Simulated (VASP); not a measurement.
All values below come from PBE GGA with spin-orbit coupling, VASP's PBE PAW potentials (set 64) (plane waves; VASP).

The input files of a VASP run:

**POSCAR**
```
CdF2
1
    0.0000000000     2.6603230000     2.6751700000
    2.6786470000     0.0000000000     2.6751700000
    2.6786470000     2.6603230000     0.0000000000
Cd F
1 2
Direct
  0.0000000000   0.0000000000   0.0000000000
  0.2500000000   0.2500000000   0.2500000000
  0.7456650000   0.7543350000   0.7543350000
```

### KPOINTS
```
Automatic mesh
0
Gamma
7 7 7
0 0 0
```

INCAR:
```
NELM = 100   # most electronic steps
PREC = Accurate
LREAL = .FALSE.
LASPH = .TRUE.
LMAXMIX = 4   # l cut-off of mixed one-centre charges
SIGMA = 0.05   # width (eV)
ENCUT = 520   # plane-wave cut-off (eV)
LWAVE = .FALSE.
LCHARG = .FALSE.
ISMEAR = 0
GGA_COMPAT = .FALSE.
LSORBIT = .TRUE.
ISIF = 2
EDIFF = 1E-6
ALGO = Normal   # blocked Davidson
MAGMOM = 0 0 0 0 0 0 0 0 0
GGA = PE   # PBE
SYSTEM = CdF2
```

POTCAR, in this order: Cd F (PBE.64 set). Program: vasp_ncl.

Output

**OSZICAR**
```
       N       E                     dE             d eps       ncg     rms          rms(c)
DAV:   1     0.234739816926E+03    0.23474E+03   -0.15144E+04 12020   0.157E+03
DAV:   2     0.130600262871E+01   -0.23343E+03   -0.22387E+03 12662   0.421E+02
DAV:   3    -0.124062156948E+02   -0.13712E+02   -0.13644E+02 13368   0.112E+02
DAV:   4    -0.125056138472E+02   -0.99398E-01   -0.99338E-01 13154   0.988E+00
DAV:   5    -0.125059876713E+02   -0.37382E-03   -0.37378E-03 12808   0.579E-01    0.110E+01
DAV:   6    -0.107910073566E+02    0.17150E+01   -0.45207E+00 16646   0.448E+01    0.801E+00
DAV:   7    -0.108442647282E+02   -0.53257E-01   -0.98172E-01 12012   0.108E+01    0.473E+00
DAV:   8    -0.108413647408E+02    0.29000E-02   -0.14540E-01 12570   0.453E+00    0.837E-01
DAV:   9    -0.108303206103E+02    0.11044E-01   -0.32958E-02 15224   0.301E+00    0.221E-01
DAV:  10    -0.108308685051E+02   -0.54789E-03   -0.39630E-03 11988   0.617E-01    0.100E-01
DAV:  11    -0.108311215996E+02   -0.25309E-03   -0.14428E-04 12094   0.256E-01    0.276E-02
DAV:  12    -0.108311590968E+02   -0.37497E-04   -0.66757E-05 12666   0.126E-01    0.217E-02
DAV:  13    -0.108311576379E+02    0.14588E-05   -0.93878E-06 12902   0.457E-02    0.570E-03
DAV:  14    -0.108311588274E+02   -0.11895E-05   -0.39432E-06 12130   0.201E-02    0.369E-03
DAV:  15    -0.108311587929E+02    0.34519E-07   -0.19767E-07  8306   0.398E-03
   1 F= -.10831159E+02 E0= -.10831159E+02  d E =-.128432E-20  mag=    -0.0000     0.0000     0.0000
```

File OUTCAR:
```
------------------------ aborting loop because EDIFF is reached ----------------------------------------
  FORCE on cell =-STRESS in cart. coord.  units (eV):
  Direction    XX          YY          ZZ          XY          YZ          ZX
  --------------------------------------------------------------------------------------
  Total        2.2054600      2.3802046      2.2356085      0.0000000      0.0811802      0.0000000
  in kB       92.6784027    100.0215612     93.9453086      0.0000000      3.4113756      0.0000000
  external PRESSURE =      95.5484242 kB  Pullay stress =       0.0000000 kB
  volume of cell :       38.13
      direct lattice vectors                 reciprocal lattice vectors
     0.000000000  2.660323000  2.675170000    -0.186661400  0.187947103  0.186904010
     2.678647000  0.000000000  2.675170000     0.186661400 -0.187947103  0.186904010
     2.678647000  2.660323000  0.000000000     0.186661400  0.187947103 -0.186904010
 POSITION                                       TOTAL-FORCE (eV/Angst)
 -----------------------------------------------------------------------------------
      0.00000      0.00000      0.00000         0.078767      0.000000     -0.000000
      1.33932      1.33016      1.33759         0.048575      0.000000      0.000000
      4.04119      3.99048      4.01276        -0.127341      0.000000     -0.000000
 -----------------------------------------------------------------------------------
    total drift:                                0.000061     -0.000002     -0.000002
  FREE ENERGIE OF THE ION-ELECTRON SYSTEM (eV)
  ---------------------------------------------------
  free  energy   TOTEN  =       -10.8311587929 eV

  energy  without entropy=      -10.8311587929  energy(sigma->0) =      -10.83115879

 Ion:    1  E_soc:     -0.0458825

 Ion:    2  E_soc:     -0.0005451

 Ion:    3  E_soc:     -0.0005451
```
(Selected blocks of OUTCAR.)

The compound is CdF2 in the fluorite structure. The cell was not relaxed at this level, atoms are displaced from their ideal sites. The run is one of a series of settings (GGA_COMPAT = .FALSE., LSORBIT = .TRUE., MAGMOM = 0 0 0 0 0 0 0 0 0, program vasp_ncl against the base run), some of them coarse on purpose.
